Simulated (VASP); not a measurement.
Computed with PBEsol GGA, VASP's PBE PAW potentials (set 64) (plane waves; VASP).

VASP input:

**INCAR**
```
SYSTEM = Ga
PREC = Accurate; ENCUT = 400; LREAL = .False.
LASPH = .True.
EDIFF = 1E-7; NELM = 100; ALGO = Normal
LMAXMIX = 4
ISMEAR = -5
GGA = PS
ISIF = 2
LWAVE = .False.; LCHARG = .True.; LORBIT = 11
NEDOS = 601
```

**POSCAR**
```
Ga
1
    2.6585601199    -0.0000000000    -0.0000000000
   -0.0000000000     2.6585601199    -0.0000000000
    0.0000000000     0.0000000000     2.6585601199
Ga
1
Direct
  0.0000000000   0.0000000000   0.0000000000
```

File KPOINTS:
```
K-points
0
gamma
  15 15 15
```

POTCAR, in this order: Ga_d (PBE.64 set). Program: vasp_std.

The resulting files:

**OSZICAR**
```
       N       E                     dE             d eps       ncg     rms          rms(c)
DAV:   1     0.322643507235E+02    0.32264E+02   -0.63078E+03  2464   0.198E+03
DAV:   2    -0.221797124758E+01   -0.34482E+02   -0.33874E+02  2450   0.218E+02
DAV:   3    -0.329830638939E+01   -0.10803E+01   -0.10785E+01  2812   0.393E+01
DAV:   4    -0.330725299939E+01   -0.89466E-02   -0.89515E-02  2816   0.368E+00
DAV:   5    -0.330736033055E+01   -0.10733E-03   -0.10758E-03  2824   0.347E-01    0.109E+00
DAV:   6    -0.327085250489E+01    0.36508E-01   -0.91868E-02  2806   0.651E+00    0.495E-01
DAV:   7    -0.326568803823E+01    0.51645E-02   -0.10698E-02  2902   0.190E+00    0.158E-01
DAV:   8    -0.326492287543E+01    0.76516E-03   -0.88623E-04  3030   0.553E-01    0.119E-02
DAV:   9    -0.326492498922E+01   -0.21138E-05   -0.89717E-06  2972   0.449E-02    0.377E-03
DAV:  10    -0.326492522352E+01   -0.23431E-06   -0.68186E-07  2800   0.162E-02    0.366E-04
DAV:  11    -0.326492513915E+01    0.84379E-07   -0.10211E-08  1602   0.187E-03
   1 F= -.32649251E+01 E0= -.32649251E+01  d E =0.000000E+00
```

File OUTCAR:
```
------------------------ aborting loop because EDIFF is reached ----------------------------------------
  FORCE on cell =-STRESS in cart. coord.  units (eV):
  Direction    XX          YY          ZZ          XY          YZ          ZX
  --------------------------------------------------------------------------------------
  Total       -0.0442079     -0.0442079     -0.0442079     -0.0000000     -0.0000000      0.0000000
  in kB       -3.7693918     -3.7693918     -3.7693918     -0.0000000     -0.0000000      0.0000000
  external PRESSURE =      -3.7693918 kB  Pullay stress =       0.0000000 kB
  volume of cell :       18.79
      direct lattice vectors                 reciprocal lattice vectors
     2.658560120  0.000000000  0.000000000     0.376143459  0.000000000  0.000000000
     0.000000000  2.658560120  0.000000000     0.000000000  0.376143459  0.000000000
     0.000000000  0.000000000  2.658560120     0.000000000  0.000000000  0.376143459
 POSITION                                       TOTAL-FORCE (eV/Angst)
 -----------------------------------------------------------------------------------
      0.00000      0.00000      0.00000         0.000000      0.000000      0.000000
 -----------------------------------------------------------------------------------
    total drift:                                0.000000      0.000000     -0.000000
  FREE ENERGIE OF THE ION-ELECTRON SYSTEM (eV)
  ---------------------------------------------------
  free  energy   TOTEN  =        -3.2649251391 eV

  energy  without entropy=       -3.2649251391  energy(sigma->0) =       -3.26492514

 total charge

# of ion       s       p       d       tot
------------------------------------------
    1        1.000   0.657   9.954  11.612
```
(Selected blocks of OUTCAR.)

For a metal the tetrahedron method with Blöchl corrections gives inexact stress and forces.

The structure was generated: Ga was put into the simple-cubic type (Pm-3m), which need not be its known phase. It was relaxed first, which changed the volume by -11 %.
